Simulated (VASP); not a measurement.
Runs of VASP 6.6.1 on Ga2O. Symmetry: Fm-3m, No. 225, cubic system. The conventional cell has a = 5.962 Å, b = 5.962 Å, c = 5.962 Å, α = 90.00°, β = 90.00°, γ = 90.00°. Ga (site symmetry -43m) is surrounded by 4 O at 2.58 Å. O (site symmetry m-3m) is surrounded by 8 Ga at 2.58 Å. The cell comes from a database or a generator and needn't be the stable form of this composition.

```tsv
task	cell	k mesh	cutoff (eV)	smearing	gap on the mesh (eV)	pressure (GPa)
single point	Fm-3m, 17.66 Å³/atom	8 × 8 × 8	520	gaussian 0.1 eV	none	(a)
relaxation of cell and atoms	relaxed	12 × 12 × 12	600	gaussian 0.1 eV	none	0.0
single point	Fm-3m, 17.66 Å³/atom	12 × 12 × 12	520	gaussian 0.1 eV	none	0.1
relaxation of cell and atoms	relaxed	8 × 8 × 8	600	gaussian 0.1 eV	none	-0.2
single point	Fm-3m, 17.62 Å³/atom	12 × 12 × 12	520	fermi-dirac 0.15 eV	none	0.0
```

Alike in all rows: level PBE; potentials or basis VASP PAW PBE potentials, release 64 (Ga_d, O); no spin polarisation.

Fill in the values left out.

(a) 0.2.

Caveats: the relaxation stopped at its first step, so nothing moved (some runs); the volume moved by over 15 % at a fixed basis, so the end points are rough (some runs).

A k mesh can miss the band edges, and the runs leave out spin-orbit coupling on Ga.

A gap of «none» marks a metal or a gap under the smearing width.
